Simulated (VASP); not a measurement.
These are PBE GGA, VASP's PBE PAW potentials (set 64) (plane waves; VASP) values and carry that method's errors.

Input for VASP

File KPOINTS:
```
Automatic mesh
0
Gamma
16 16 16
0 0 0
```

POSCAR:
```
HfN
3.2062590
  0.0000000000   0.7071067049   0.7071067049
  0.7071067049   0.0000000000   0.7071067049
  0.7071067049   0.7071067049   0.0000000000
Hf N
1 1
Direct
  0.0000000000   0.0000000000   0.0000000000
  0.5000000000   0.5000000000   0.5000000000
```

### INCAR
```
ALGO  =  Normal
EDIFF  =  1E-7
ENCUT  =  520
GGA  =  PE
ISIF  =  2
ISMEAR  =  -5
LASPH  =  .TRUE.
LCHARG  =  .TRUE.
LMAXMIX  =  6
LORBIT  =  11
LREAL  =  .FALSE.
LWAVE  =  .FALSE.
NEDOS  =  601
NELM  =  100
PREC  =  Accurate
SYSTEM  =  HfN
```

POTCAR, in this order: Hf_pv N (PBE.64 set). Program: vasp_std.

The resulting files:

**OSZICAR**
```
       N       E                     dE             d eps       ncg     rms          rms(c)
DAV:   1     0.396571848036E+02    0.39657E+02   -0.82697E+03  3190   0.128E+03
DAV:   2    -0.224918873302E+02   -0.62149E+02   -0.59228E+02  4217   0.255E+02
DAV:   3    -0.247438544783E+02   -0.22520E+01   -0.22346E+01  4152   0.421E+01
DAV:   4    -0.247626355117E+02   -0.18781E-01   -0.18765E-01  3744   0.384E+00
DAV:   5    -0.247629514193E+02   -0.31591E-03   -0.31612E-03  4273   0.363E-01    0.482E+01
DAV:   6    -0.218445954262E+02    0.29184E+01   -0.15644E+01  3692   0.281E+01    0.405E+01
DAV:   7    -0.217809471648E+02    0.63648E-01   -0.70091E-01  3628   0.765E+00    0.262E+01
DAV:   8    -0.217683755231E+02    0.12572E-01   -0.14016E-01  3726   0.350E+00    0.627E+00
DAV:   9    -0.217575875916E+02    0.10788E-01   -0.61820E-02  3745   0.174E+00    0.154E+00
DAV:  10    -0.217571167867E+02    0.47080E-03   -0.22547E-03  3776   0.444E-01    0.332E-01
DAV:  11    -0.217571135423E+02    0.32444E-05   -0.21056E-04  3960   0.131E-01    0.516E-02
DAV:  12    -0.217571140586E+02   -0.51625E-06   -0.14386E-05  3878   0.355E-02    0.359E-02
DAV:  13    -0.217571134925E+02    0.56609E-06   -0.60229E-07  3691   0.844E-03    0.707E-04
DAV:  14    -0.217571135970E+02   -0.10457E-06   -0.81573E-09  2039   0.966E-04    0.192E-03
DAV:  15    -0.217571135976E+02   -0.54297E-09   -0.23720E-09  1904   0.456E-04
   1 F= -.21757114E+02 E0= -.21757114E+02  d E =0.000000E+00
```

### OUTCAR
```
------------------------ aborting loop because EDIFF is reached ----------------------------------------
  FORCE on cell =-STRESS in cart. coord.  units (eV):
  Direction    XX          YY          ZZ          XY          YZ          ZX
  --------------------------------------------------------------------------------------
  Total        0.0021799      0.0021799      0.0021799     -0.0000000      0.0000000     -0.0000000
  in kB        0.1498550      0.1498550      0.1498550     -0.0000000      0.0000000     -0.0000000
  external PRESSURE =       0.1498550 kB  Pullay stress =       0.0000000 kB
  volume of cell :       23.31
      direct lattice vectors                 reciprocal lattice vectors
     0.000000000  2.267167237  2.267167237    -0.220539531  0.220539531  0.220539531
     2.267167237  0.000000000  2.267167237     0.220539531 -0.220539531  0.220539531
     2.267167237  2.267167237  0.000000000     0.220539531  0.220539531 -0.220539531
 POSITION                                       TOTAL-FORCE (eV/Angst)
 -----------------------------------------------------------------------------------
      0.00000      0.00000      0.00000         0.000000      0.000000     -0.000000
      2.26717      2.26717      2.26717        -0.000000     -0.000000      0.000000
 -----------------------------------------------------------------------------------
    total drift:                                0.000000     -0.000000     -0.000000
  FREE ENERGIE OF THE ION-ELECTRON SYSTEM (eV)
  ---------------------------------------------------
  free  energy   TOTEN  =       -21.7571135976 eV

  energy  without entropy=      -21.7571135976  energy(sigma->0) =      -21.75711360

 total charge

# of ion       s       p       d       tot
------------------------------------------
    1        0.288   6.558   1.744   8.590
    2        1.233   2.504   0.000   3.737
--------------------------------------------------
tot          1.521   9.062   1.744  12.327
```
(Selected blocks of OUTCAR.)

For a metal the tetrahedron method with Blöchl corrections gives inexact stress and forces.

The compound is HfN in the rock salt structure. It was relaxed first. The electron count is odd and the run is not spin-polarised, which forces a metal.
